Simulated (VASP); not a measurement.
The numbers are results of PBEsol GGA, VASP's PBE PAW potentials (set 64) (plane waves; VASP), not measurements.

A VASP calculation is set up with these files.

POSCAR:
```
GaN
3.1786790
  0.0000000000   0.7071068622   0.7071068622
  0.7071068622   0.0000000000   0.7071068622
  0.7071068622   0.7071068622   0.0000000000
Ga N
1 1
Cartesian
  0.0000000000   0.0000000000   0.0000000000
  0.3535534311   0.3535534311   0.3535534311
```

### KPOINTS
```
Automatic mesh
0
Gamma
11 11 11
0 0 0
```

**INCAR**
```
SYSTEM = GaN
PREC = Accurate
ENCUT = 520
EDIFF = 1E-7
NELM = 100
ALGO = Normal
LREAL = .FALSE.
LASPH = .TRUE.
ISMEAR = -5
GGA = PS
LMAXMIX = 4
LWAVE = .FALSE.
LCHARG = .TRUE.
LORBIT = 11
NEDOS = 601
ISIF = 2
```

POTCAR, in this order: Ga_d N (PBE.64 set). Program: vasp_std.

Problem. What will the output report for the number of irreducible k-points (NKPTS), number of bands (NBANDS), largest plane-wave count, number of space-group operations, FFT grid (NGX, NGY, NGZ)?

Solution. 
number of irreducible k-points (NKPTS): 56
number of bands (NBANDS): 13
largest plane-wave count: 624
number of space-group operations: 24
FFT grid (NGX, NGY, NGZ): 24 × 24 × 24

The compound is GaN in the zinc blende structure, a metastable form; wurtzite is the usual one. It was relaxed first.
